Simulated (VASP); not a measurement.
Wanted: the native input for a VASP 6.6.1 run.

| Property | Result |
| --- | --- |
| Task | single point |
| Functional | PBE |
| Potentials or basis | VASP PAW PBE potentials, release 64 (Li_sv, Fe, N) |
| Cutoff | 520 eV |
| k mesh | 6 × 6 × 4 |
| Occupations | gaussian, width 0.1 eV |
| Spin | collinear spin, typed start |
| Starting moments | [0.0, 4.0, 0.0] μB |
| Dipole correction | no |
| Further INCAR settings | ALGO = Normal; EDIFF = 1e-06; NBANDS = 19 |

The structure of LiFeN lies in POSCAR:

```
LiFeN
1.0
    3.1006003459      0.0000000000      0.0000000000
   -1.5503001730      2.6851986665      0.0000000000
    0.0000000000      0.0000000000      4.1453390000
Li Fe N
1 1 1
Direct
    0.3333333300      0.6666666700      0.0000000000
    0.6666666700      0.3333333300      0.5000000000
    0.3333333300      0.6666666700      0.5000000000
```

The cell comes from a database or a generator and needn't be the stable form of this composition.

These files were run (other wordings do the same):

INCAR

```
SYSTEM = LiFeN
PREC = Accurate
ENCUT = 520
EDIFF = 1E-6
ISMEAR = 0
SIGMA = 0.1
LREAL = .FALSE.
LASPH = .TRUE.
NELM = 150
ALGO = Normal
ISIF = 2
LWAVE = .FALSE.
LCHARG = .FALSE.
ISPIN = 2
MAGMOM = 0 4 0
LORBIT = 11
LMAXMIX = 4
GGA = PE
NBANDS = 19
```

KPOINTS

```
regular mesh
0
G
  6 6 4
  0 0 0
```

Potentials or basis: VASP PAW PBE potentials, release 64 (Li_sv, Fe, N).

Command:

```sh
$ cat potpaw_PBE.64/Li_sv/POTCAR potpaw_PBE.64/Fe/POTCAR potpaw_PBE.64/N/POTCAR > POTCAR
$ mpirun -np 1 vasp_std > vasp.out
```

Results of the run:

| Item | Value |
| --- | --- |
| Band gap on the k mesh | none (metal or under the smearing width) |
| Net moment | 0.49 μB per cell |
| Site moments | Li -0.00; Fe +0.49; N -0.00 μB |
| Valence electrons inside the program's atomic spheres | Li 2.09; Fe 7.67; N 3.72 |

Caveat: the k mesh is coarse (spacing up to 0.39 Å⁻¹), so the values aren't converged; the moment fell far below its start of 4 μB, so a state of higher moment may lie lower in energy; a cell with one magnetic atom can't hold antiferromagnetic order, which such compounds often take.

Run time: 27 s on 1 thread of Intel(R) Xeon(R) Platinum 8259CL CPU @ 2.50GHz (Skylake/Cascade Lake), on a shared host, peak memory 0.17 GiB.
